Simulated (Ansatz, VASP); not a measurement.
## Cross-check of AlNi between VASP and Ansatz

Aim: how closely do two programs agree when they are given the same cell, functional and k mesh? The cell is taken from a series of runs on this material, whose earlier steps may have relaxed, scaled, displaced or heated it; both programs get it as it stands.

Program: Ansatz 0.2.0. Level of theory: plane waves, with VASP 6.6.1 beside it; zone-centre phonons at LDA. Results are calculated unless marked as measured.

## Step 1: Starting point

It takes space group R-3m (No. 166, trigonal). The conventional cell has a = 3.885 Å, b = 3.885 Å, c = 4.998 Å, α = 90.00°, β = 90.00°, γ = 120.00°. Nearest to Al lie 8 Ni at 2.39 to 2.50 Å. Nearest to Ni lie 8 Al at 2.39 to 2.50 Å. Farther neighbours are not listed.

## Step 2: VASP: zone-centre phonons, LDA

Second derivatives magnify differences that forces hide, and they need a tight electronic threshold.

Lines of VASP's logs that name or quote its potential files are left out, and so is its time.

INCAR reads:

```
SYSTEM = AlNi
PREC = Accurate
ENCUT = 600
EDIFF = 1E-08
NELM = 120
ISMEAR = 1
SIGMA = 0.2
LREAL = .FALSE.
ALGO = Normal
GGA = PW92
NBANDS = 12
LASPH = .TRUE.
LORBIT = 11
LWAVE = .FALSE.
LCHARG = .FALSE.
ISIF = 2
IBRION = 8
GGA_COMPAT = .FALSE.
KPAR = 2
```

POSCAR reads:

```
AlNi
1.0
    2.7932581791      0.0462990568      0.0462990568
    0.0462990568      2.7932581791      0.0462990568
    0.0462990568      0.0462990568      2.7932581791
Al Ni
1 1
Direct
    0.0000000000      0.0000000000      0.0000000000
    0.5000000000      0.5000000000      0.5000000000
```

KPOINTS reads:

```
Automatic mesh
0
Gamma
16 16 16
0 0 0
```

Potentials, in the order of the species: Al and Ni (LDA family, release 64).

On the command line:

```bash
> mpirun -np 2 vasp_std
```

Numbers of over 12 decimals in the logs are rounded to 6 here.

The log of the run:

```text
[banner, memory and clock lines left out]
running    2 mpi-ranks, on    1 nodes
 distrk:  each k-point on    1 cores,    2 groups
 distr:  one band on    1 cores,    1 groups

 POSCAR found type information on POSCAR AlNi
 POSCAR found :  2 types and       2 ions
|                                                                             |
|               ----> ADVICE to this user running VASP <----                  |
|                                                                             |
|     You enforced a specific xc type in the INCAR file but a different       |
|     [... a line on the potential file left out ...]
|     I HOPE YOU KNOW WHAT YOU ARE DOING!                                     |
|                                                                             |

 LDA part: xc-table for (Slater(with rela. corr.)+PW92), standard interpolation
 POSCAR, INCAR and KPOINTS ok, starting setup
 FFT: planning ... GRIDC
 FFT: planning ... GRID_SOFT
 FFT: planning ... GRID
 WAVECAR not read
 entering main loop
       N       E                     dE             d eps       ncg     rms          rms(c)
DAV:   1     0.448370576410E+02    0.44837E+02   -0.62766E+03 10116   0.132E+03
DAV:   2    -0.117478031608E+02   -0.56585E+02   -0.52238E+02 10220   0.213E+02
DAV:   3    -0.135726994644E+02   -0.18249E+01   -0.18032E+01 11968   0.445E+01
DAV:   4    -0.135964300982E+02   -0.23731E-01   -0.23721E-01 11220   0.457E+00
DAV:   5    -0.135970128419E+02   -0.58274E-03   -0.58273E-03 11944   0.794E-01    0.124E+01
DAV:   6    -0.148665041840E+02   -0.12695E+01   -0.42247E+01 11116   0.108E+02    0.137E+01
DAV:   7    -0.121620080070E+02    0.27045E+01   -0.12881E+01 11212   0.650E+01    0.109E+00
DAV:   8    -0.121477769925E+02    0.14231E-01   -0.22513E-01 12128   0.529E+00    0.106E+00
DAV:   9    -0.121315744412E+02    0.16203E-01   -0.45775E-02 12172   0.329E+00    0.162E-01
DAV:  10    -0.121312663003E+02    0.30814E-03   -0.93414E-04 12000   0.449E-01    0.864E-02
DAV:  11    -0.121312667683E+02   -0.46797E-06   -0.28755E-05 12860   0.510E-02    0.262E-02
DAV:  12    -0.121312661822E+02    0.58605E-06   -0.27021E-06 13364   0.283E-02    0.439E-03
DAV:  13    -0.121312660741E+02    0.10812E-06   -0.40291E-07 14752   0.651E-03    0.187E-03
DAV:  14    -0.121312660741E+02    0.29559E-10   -0.15304E-08  7160   0.113E-03
   1 F= -.12131266E+02 E0= -.12131756E+02  d E =0.146890E-02
 Linear response reoptimize wavefunctions to high precision
DAV:   1    -0.121312660735E+02    0.63187E-09   -0.97934E-09 11204   0.173E-03
DAV:   2    -0.121312660735E+02   -0.88676E-11   -0.97843E-11  5736   0.952E-05
 Linear response DOF=           2
 Linear response progress:
  Degree of freedom:   1/  2
       N       E                     dE             d eps       ncg     rms          rms(c)
RMM:   1    -0.596388559150E-02   -0.59639E-02    0.17838E-03 58829   0.675E-01
RMM:   2    -0.561651902656E-02    0.34737E-03   -0.58169E-05 38903   0.242E-01    0.631E-02
RMM:   3    -0.559907411546E-02    0.17445E-04   -0.11213E-04 43160   0.879E-02    0.311E-02
RMM:   4    -0.566911598504E-02   -0.70042E-04   -0.46123E-05 42737   0.536E-02    0.589E-03
RMM:   5    -0.567531087922E-02   -0.61949E-05   -0.38687E-06 44195   0.128E-02    0.169E-03
RMM:   6    -0.567487871174E-02    0.43217E-06   -0.17441E-07 44338   0.300E-03    0.794E-04
RMM:   7    -0.567494412358E-02   -0.65412E-07   -0.14233E-08 41475   0.132E-03    0.626E-04
RMM:   8    -0.567508786218E-02   -0.14374E-06   -0.47461E-09 46684   0.426E-04    0.233E-04
RMM:   9    -0.567507131053E-02    0.16552E-07   -0.56268E-10 46575   0.137E-04    0.500E-05
RMM:  10    -0.567506656420E-02    0.47463E-08   -0.20118E-10 48864   0.440E-05    0.816E-06
 first order change of Fermi-energy  -0.93203E-04
 force on displaced ion       1 direction 1 :  -7.737   1.003   1.003
 Linear response progress:
  Degree of freedom:   2/  2
       N       E                     dE             d eps       ncg     rms          rms(c)
RMM:   1    -0.187865572060E+00   -0.18787E+00   -0.98384E-02 38548   0.271E+00
RMM:   2    -0.186480809880E+00    0.13848E-02   -0.18487E-03 39356   0.535E-01    0.136E-01
RMM:   3    -0.186466952180E+00    0.13858E-04   -0.14351E-04 42178   0.105E-01    0.802E-02
RMM:   4    -0.186880544186E+00   -0.41359E-03   -0.19467E-04 45566   0.109E-01    0.546E-03
RMM:   5    -0.186860357877E+00    0.20186E-04   -0.37793E-06 46822   0.205E-02    0.330E-03
RMM:   6    -0.186856286306E+00    0.40716E-05   -0.25631E-07 43400   0.588E-03    0.227E-03
RMM:   7    -0.186849894638E+00    0.63917E-05   -0.93670E-08 44417   0.363E-03    0.516E-04
RMM:   8    -0.186845244258E+00    0.46504E-05   -0.12452E-08 48474   0.934E-04    0.834E-05
RMM:   9    -0.186844824831E+00    0.41943E-06   -0.19485E-09 48964   0.231E-04    0.212E-05
RMM:  10    -0.186844722634E+00    0.10220E-06   -0.12579E-09 49520   0.754E-05    0.130E-05
RMM:  11    -0.186844677116E+00    0.45518E-07   -0.12945E-09 49099   0.418E-05    0.140E-06
RMM:  12    -0.186844670519E+00    0.65967E-08   -0.12249E-09 49664   0.274E-05    0.625E-07
 first order change of Fermi-energy  -0.75977E-03
 force on displaced ion       2 direction 1 :  -7.736   1.002   1.002
 Linear response finished
```

From OUTCAR (step 2):

```text
ion  position               nearest neighbor table
   1  0.000  0.000  0.000-   2 2.39   2 2.39   2 2.39   2 2.39   2 2.39   2 2.39   2 2.50   2 2.50

  LATTYP: Found a trigonal (rhomboedric) cell.
 ALAT       =     2.7940254939
 COS(alpha) =     0.0334069583

 Subroutine GETGRP returns: Found 12 space group operations
 (whereof 12 operations were pure point group operations)

The static configuration has the point symmetry D_3d.

 Found    417 irreducible k-points:

   k-points           NKPTS =    417   k-points in BZ     NKDIM =    417   number of bands    NBANDS=     12

   dimension x,y,z NGX =    24 NGY =   24 NGZ =   24
   dimension x,y,z NGXF=    48 NGYF=   48 NGZF=   48

   ENCUT  =  600.0 eV  44.10 Ry    6.64 a.u.   5.58  5.58  5.58*2*pi/ulx,y,z

   NELECT =      13.0000    total number of electrons

 k-points in reciprocal lattice and weights: Automatic mesh
   0.00000000  0.00000000  0.00000000       0.000
   0.06250000 -0.00000000 -0.00000000       0.001
   0.12500000 -0.00000000 -0.00000000       0.001
   0.18750000  0.00000000  0.00000000       0.001
   0.25000000 -0.00000000 -0.00000000       0.001
   0.31250000  0.00000000 -0.00000000       0.001
   0.37500000  0.00000000  0.00000000       0.001
   0.43750000  0.00000000  0.00000000       0.001
   0.50000000 -0.00000000 -0.00000000       0.001
[...]
-0.43750000  0.50000000  0.43750000       0.001
   0.50000000  0.50000000  0.50000000       0.000

 average (electrostatic) potential at core
       1 -66.9889       2 -80.4668

  Total        1.2662605      1.2662605      1.2662605     -0.6189822     -0.6189822     -0.6189822
  in kB       93.1653787     93.1653787     93.1653787    -45.5417463    -45.5417463    -45.5417463
  external PRESSURE =      93.1653787 kB  Pullay stress =       0.0000000 kB

  energy-cutoff  :      600.00
  volume of cell :       21.78
      direct lattice vectors                 reciprocal lattice vectors
     2.793258179  0.046299057  0.046299057     0.358198473 -0.005840436 -0.005840436
     0.046299057  2.793258179  0.046299057    -0.005840436  0.358198473 -0.005840436
     0.046299057  0.046299057  2.793258179    -0.005840436 -0.005840436  0.358198473

 POSITION                                       TOTAL-FORCE (eV/Angst)
 -----------------------------------------------------------------------------------
      0.00000      0.00000      0.00000         0.000000     -0.000000      0.000000
      1.44293      1.44293      1.44293        -0.000000      0.000000      0.000000
 -----------------------------------------------------------------------------------
    total drift:                                0.000000      0.000000     -0.000000

 Eigenvectors and eigenvalues of the dynamical matrix
 ----------------------------------------------------

   1 f  =   10.749452 THz    67.540796 2PiTHz  358.563109 cm-1    44.456140 meV
             X         Y         Z           dx          dy          dz
      0.000000  0.000000  0.000000    -0.504012   -0.137893    0.641905
      1.442928  1.442928  1.442928     0.341716    0.093491   -0.435207

   2 f  =   10.749452 THz    67.540796 2PiTHz  358.563109 cm-1    44.456140 meV
             X         Y         Z           dx          dy          dz
      0.000000  0.000000  0.000000    -0.450217    0.661596   -0.211379
      1.442928  1.442928  1.442928     0.305243   -0.448556    0.143313

   3 f  =    8.705793 THz    54.700112 2PiTHz  290.394003 cm-1    36.004251 meV
             X         Y         Z           dx          dy          dz
      0.000000  0.000000  0.000000    -0.477849   -0.477849   -0.477849
      1.442928  1.442928  1.442928     0.324027    0.324027    0.324027

   4 f/i=    0.000259 THz     0.001629 2PiTHz    0.008647 cm-1     0.001072 meV
             X         Y         Z           dx          dy          dz
      0.000000  0.000000  0.000000     0.048739   -0.418927    0.370189
      1.442928  1.442928  1.442928     0.071887   -0.617894    0.546007

   5 f/i=    0.000259 THz     0.001629 2PiTHz    0.008647 cm-1     0.001072 meV
             X         Y         Z           dx          dy          dz
      0.000000  0.000000  0.000000    -0.455596    0.185589    0.270007
      1.442928  1.442928  1.442928    -0.671979    0.273734    0.398245

   6 f/i=    0.000410 THz     0.002574 2PiTHz    0.013664 cm-1     0.001694 meV
             X         Y         Z           dx          dy          dz
      0.000000  0.000000  0.000000     0.324027    0.324027    0.324027
      1.442928  1.442928  1.442928     0.477849    0.477849    0.477849

 ELASTIC MODULI CONTR FROM IONIC RELAXATION (kBar)
 Direction    XX          YY          ZZ          XY          YZ          ZX
 --------------------------------------------------------------------------------
 XX           0.0000      0.0000      0.0000      0.0000      0.0000      0.0000
 YY           0.0000      0.0000      0.0000      0.0000      0.0000      0.0000
 ZZ           0.0000      0.0000      0.0000      0.0000      0.0000      0.0000
 XY           0.0000      0.0000      0.0000      0.0000      0.0000      0.0000
 YZ           0.0000      0.0000      0.0000      0.0000      0.0000      0.0000
 ZX           0.0000      0.0000      0.0000      0.0000      0.0000      0.0000
 --------------------------------------------------------------------------------
```

This run has no spin polarisation, so a moment on Ni, if there is one, isn't seen. Its electron count is odd, so without a moment it is a metal by construction.

## Step 3: Ansatz: zone-centre phonons, LDA

Ansatz runs on its PAW soft_1 files.

The same cell, functional (in two slightly different forms), mesh and smearing now go to Ansatz, which takes its cutoff from its data sets.

input.yaml reads:

```yaml
crystal:
  lattice:
    - [2.7932581791, 0.0462990568, 0.0462990568]
    - [0.0462990568, 2.7932581791, 0.0462990568]
    - [0.0462990568, 0.0462990568, 2.7932581791]
  atoms:
    - { symbol: Al, position: [0.0, 0.0, 0.0] }
    - { symbol: Ni, position: [0.5, 0.5, 0.5] }
kpoints:
  mp_grid: { grid: [16, 16, 16] }
hamiltonian:
  xc: lda
  pseudopotentials: { kind: paw, azcp: { folder: soft_1 }, xc_functional: pbe }
scf:
  occupations: { method: methfessel_paxton, width: 0.2 }
output:
  eigenvalues: true
phonons:
  method: dfpt
```

On the command line:

```bash
> ansatz run input.yaml --threads 4 --pin off --max-ram 10240MiB --backend cpu --events-out ev --progress --plain --runs-dir out
```

The log of the run:

```text
Engine: ansatz 0.2.0, aarch64-unknown-linux-gnu
Pseudopotentials: kind: paw
Pseudopotential: Al, paw, valence charge 3, recommended cutoff 420 eV (normal), soft_1/Al.paw.azcp
Pseudopotential: Ni, paw, valence charge 18, recommended cutoff 420 eV (normal), soft_1/Ni.paw.azcp
Functional definition: SPW92
  exchange = slater_x
  correlation = pw_c
Crystal: 2 atoms, lattice volume = 21.776 Å³
Basis set: ecut = 420 eV, 443 PW (Γ), exchange–correlation on 40×40×40 points (8 copies of the dense FFT grid, shifted against one another)
Bands: 15, of which v1, the nominal top of the filled ones, is band 11 counted from 1 (10 counted from 0)
Symmetry: 12 space group operations
k-points: 1098 of 4096 (irreducible under 2 space group operations, time reversal used)
Non-local potential: Al, projectors of the file, l = 0: 2, l = 1: 2, l = 2: 1
Non-local potential: Ni, projectors of the file, l = 0: 3, l = 1: 2, l = 2: 3, l = 3: 1
PAW form: soft (Blöchl's): semilocal exchange-correlation on the pseudo side does not see the compensation charge
PAW frozen core: Al, regenerated for the run's functional, and the local potential with it (the file was generated under x = pbe(κ = 0.804, μ = 0.219515), c = pbe(β = 0.066725))
PAW frozen core: Ni, regenerated for the run's functional, and the local potential with it (the file was generated under x = pbe(κ = 0.804, μ = 0.219515), c = pbe(β = 0.066725))
PAW one-centre angular grid: Al, 110 points (default); XC on 64 Gauss nodes
PAW one-centre angular grid: Ni, 590 points (default); XC on 64 Gauss nodes
Initial density: superposition of atomic densities (chi_scale 0.1, normalization cell, long waves kept (reshape's long-wave potential 0.00 eV rms))
Initial wavefunctions: pseudopotential atomic-orbital guess
Functional: x = slater, c = lda
SCF iter   1: F=—  HF=-6287.977950 eV  |F-HF|=—  |Δ(HF+E_count)|=         —  Δρ=6.48e-2  dr2=1.03e0  ethr=3.10e-3  ⟨swp⟩=4.0  Hψ=72950  notcnv=0
preconditioner: auto → none  [metal: Δε(μ)=0.040 eV  Ē_g=10.821 eV  σ=0.200 eV  W_gap=0.17  n_scr=6 (ndim 8)  ℏωp=28.7 eV  f_vac=0.000  D(μ)=0.51/eV (n_scr^D=0)  sad-step TF]
SCF iter   2: F=—  HF=-6287.813753 eV  |F-HF|=—  |Δ(HF+E_count)|=   1.64e-1  S|Δr|=    0.00e0  Δρ=5.36e-2  dr2=7.02e-1  ethr=3.10e-3  ⟨swp⟩=2.0  Hψ=29162  notcnv=0  defer=211
SCF iter   3: F=—  HF=-6287.625542 eV  |F-HF|=—  |Δ(HF+E_count)|=   1.88e-1  S|Δr|=    0.00e0  Δρ=1.04e-2  dr2=2.88e-2  ethr=3.10e-3  ⟨swp⟩=2.0  Hψ=20834  notcnv=0  defer=211
SCF iter   4: F=—  HF=-6287.619010 eV  |F-HF|=—  |Δ(HF+E_count)|=   6.53e-3  S|Δr|=    0.00e0  Δρ=2.00e-3  dr2=4.28e-4  ethr=1.37e-4  ⟨swp⟩=1.1  Hψ=24760  notcnv=0  defer=258
SCF iter   5: F=—  HF=-6287.619129 eV  |F-HF|=—  |Δ(HF+E_count)|=   1.20e-4  S|Δr|=    0.00e0  Δρ=5.30e-4  dr2=3.13e-5  ethr=2.04e-6  ⟨swp⟩=2.1  Hψ=27365  notcnv=0  defer=258
SCF iter   6: F=—  HF=-6287.619123 eV  |F-HF|=—  |Δ(HF+E_count)|=   6.76e-6  S|Δr|=    0.00e0  Δρ=2.98e-5  dr2=2.26e-7  ethr=1.49e-7  ⟨swp⟩=2.4  Hψ=23844  notcnv=0  defer=258
SCF iter   7: F=—  HF=-6287.619131 eV  |F-HF|=—  |Δ(HF+E_count)|=   8.04e-6  S|Δr|=    0.00e0  Δρ=4.24e-6  dr2=2.95e-9  ethr=1.08e-9  ⟨swp⟩=2.6  Hψ=26725  notcnv=0  defer=265
SCF iter   8: F=-6287.619131 eV  HF=-6287.619131 eV  |F-HF|=2.73e-12  |Δ(HF+E_count)|=   1.43e-9  S|Δr|=    0.00e0  Δρ=2.80e-7  dr2=6.23e-12  ethr=1.00e-12  ⟨swp⟩=5.5  Hψ=86713  notcnv=0
the search or the solves at the SCF's close seem to have found levels that the self-consistency loop had missed (the run counts 2). By its estimate they hold under 1e-12 electrons; where the run keeps them, the occupations were computed again with them
SCF 1 converged in 8 iterations: F = -6287.619131 eV  dr2 = 6.23e-12
  greatest PAW one-centre occupation: 1.001 electrons in one spin orbital (limit 2), on the Ni atom at site 1 (counted from 0), in its partial waves of l = 1
DFPT response loops at Γ: preconditioner auto → Kerker (q_TF=auto, 2.712 Å⁻¹) (partly filled bands, converged f_vac=0.000); β = 1.00, the filter's whole step (`scf.mixing.beta` (0.50) is not read by the response loops under this deck's `scf.mixing.preconditioner`; to damp them name `kerker` or `kerker_dos`, under which they read `scf.mixing.beta`, and type it under 1.00, their step now; both keys bind the ground state too); Broyden in place of MSR1
SCF converged after 8 iterations
Stability not checked: this state was not tested for a lower state beside it, because cold or Methfessel-Paxton smearing, or corrected tetrahedra, fill the levels in a way that the test cannot read (fill_not_monotonic; see scf.lower_state_search)
Free energy (F): -6287.619131 eV
Harris-Foulkes:  -6287.619131 eV  (|F-HF|=2.73e-12)
Internal energy: -6287.620594 eV  (E = F + TS)
E sigma→0 (E₀):  -6287.619496 eV
Entropy (-TS):   0.001463 eV (0.731 meV/atom)
Fermi energy:    15.186272 eV
--- Per-component energies (eV) ---
  E_band       = -313.108124
  E_kinetic    = 372.859253
  E_local      = -3620.298478  (includes V_loc(G=0)·N_el)
  E_nonlocal   = -101.496227
  E_hartree    = 1911.293762
  E_xc         = -153.233447
  E_vxc        = -179.707854  (∫ρ·V_xc dr)
  E_paw        = -2037.937370  (= ΣΔE_a)
  E_vpaw       = -607.053126  (= ΣTr[D̂ρ^β])
  E_aug_tail   = 0.000854  (compensation charges beyond the density's cutoff)
  E_ewald      = -2659.298779
  E_core_change = 0.489838  (= ΣΔE_core)
  E_smearing   = 0.001463  (= −TS)
  E_closure    = 0.000000  (closes the sum)
  Σ components = -6287.619131   (vs F -6287.619131, Δ=0.00e0)
--- Band table (eV; the first three rows and the last of 1098) ---
  k-point 0: bands = [... 7 lower, 13.3755, 13.3755, 13.5146, 20.9637, 20.9637, 21.2822, 23.6943, 23.6943]
  k-point 1: bands = [... 7 lower, 13.3389, 13.3645, 13.4953, 20.2181, 21.0651, 21.2906, 23.6935, 24.4663]
  k-point 2: bands = [... 7 lower, 13.2378, 13.3072, 13.4690, 18.7847, 21.3591, 21.5666, 23.6919, 25.6969]
  k-point 1097: bands = [... 7 lower, 14.0690, 14.0690, 16.5179, 17.3512, 17.3512, 19.6328, 19.7649, 20.3336]
--- Phonons (Γ-DFPT): 2 representative perturbations + reference, on 1098 of 4096 k-points (Σ response iterations 6) ---
  k mesh reduced under 2 symmetry operations, with k and −k counted as one. Each operation leaves every solved perturbation unchanged. A smaller set is not used because it would not reduce the number of displacements times k-points to solve
  ASR residual: 1.054e-4 → 0.000e0 eV/Å²; symmetrization residual: 6.613e-7 eV/Å²
  ASR residual per site (eV/Å²): 5.38e-5 1.05e-4
  Γ frequencies (cm⁻¹): 0.00 0.00 0.00 288.56 356.28 356.28
  non-analytic LO–TO correction: not included (Born effective charges unavailable; polar crystals: no LO–TO splitting at Γ)
```

## Step 4: Comparison

Known differences besides the potentials themselves: the data sets hold 21 valence electrons in Ansatz (on its PAW soft_1 files) and 13 in VASP; the cutoff is 420 eV in Ansatz and 600 eV in VASP; VASP's log shows a relativistic correction to its local exchange, Ansatz's none. Total energies have different zeros and are not compared.

The two programs side by side:

| quantity | Ansatz | VASP | difference |
| --- | --- | --- | --- |
| optical mode 1 (cm⁻¹) | 288.6 | 290.4 | -0.63 % |
| optical mode 2 to 3 (cm⁻¹) | 356.3 | 358.6 | -0.64 % |

Modes are paired by rising frequency, not by their patterns, so a pair may set unlike modes beside each other; they are those without the splitting of longitudinal modes.

## Step 5: Outcome

```json
{"r.m.s. difference of the optical zone-centre modes, each program's sorted by frequency (zone-centre phonons, LDA)": "2.1 cm⁻¹", "difference in optical mode 2 to 3 (zone-centre phonons, LDA)": "-0.6 %"}
```

What this shows: The r.m.s. difference of the optical zone-centre modes, each program's sorted by frequency is 2.1 cm⁻¹ (zone-centre phonons, LDA). The data sets hold unlike numbers of valence electrons (21 in Ansatz and 13 in VASP), so part of the differences comes from the potentials. Among the rows given in per cent, the largest difference of the zone-centre phonons, LDA pair is in optical mode 2 to 3, -0.6 %. Such differences can come from data sets, numerical settings and the points named under the comparisons, not from the functional's error against experiment.

[Lines on the potential files, build, host, timing and source positions are cut from VASP's logs without a mark.]

[Logs are printed without paths, hosts, clocks, repeated set-up lines and the standing remarks that a program may print on its own settings, such as how far it seeks lower states.]

[Hosts, paths, dates, database ids (printed as entryN), source tags and the programs' standing remarks are cut or masked in the printed files.]
